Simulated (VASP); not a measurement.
Method: optB88-vdW, VASP's PBE PAW potentials (set 64) (plane waves; VASP).

A VASP calculation is set up with these files.

**INCAR**
```
! general
SYSTEM   = BAs
PREC     = Accurate
ENCUT    = 520   ! plane-wave cut-off (eV)
LREAL    = .FALSE.
LASPH    = .TRUE.   ! aspherical one-centre terms

! electronic loop
EDIFF    = 1E-7   ! SCF stop (eV)
NELM     = 100   ! most electronic steps
ALGO     = Normal
LMAXMIX  = 4

! smearing
ISMEAR   = 0   ! Gaussian
SIGMA    = 0.05   ! width (eV)

! functional
GGA      = BO
LUSE_VDW = .TRUE.
AGGAC    = 0.0
PARAM1   = 0.1833333333
PARAM2   = 0.22

! ions
ISIF     = 2   ! forces and stress, cell fixed

! output
LWAVE    = .FALSE.
LCHARG   = .FALSE.
```

### KPOINTS
```
Automatic mesh
0
Gamma
9 9 9
0 0 0
```

File POSCAR:
```
BAs
1
    0.0000000000     2.4364058840     2.4364058840
    2.4364058840     0.0000000000     2.4364058840
    2.4364058840     2.4364058840     0.0000000000
B As
1 1
Direct
  0.0000000000   0.0000000000   0.0000000000
  0.2500000000   0.2500000000   0.2500000000
```

POTCAR, in this order: B As (PBE.64 set). Program: vasp_std.

Problem. What will the output report for the number of irreducible k-points (NKPTS), largest plane-wave count, number of space-group operations, FFT grid (NGX, NGY, NGZ)?

Solution. 
number of irreducible k-points (NKPTS): 35
largest plane-wave count: 793
number of space-group operations: 24
FFT grid (NGX, NGY, NGZ): 28 × 28 × 28

The compound is BAs in the zinc blende structure. This cell is one point of a volume scan, at 1.03 of the reference volume.
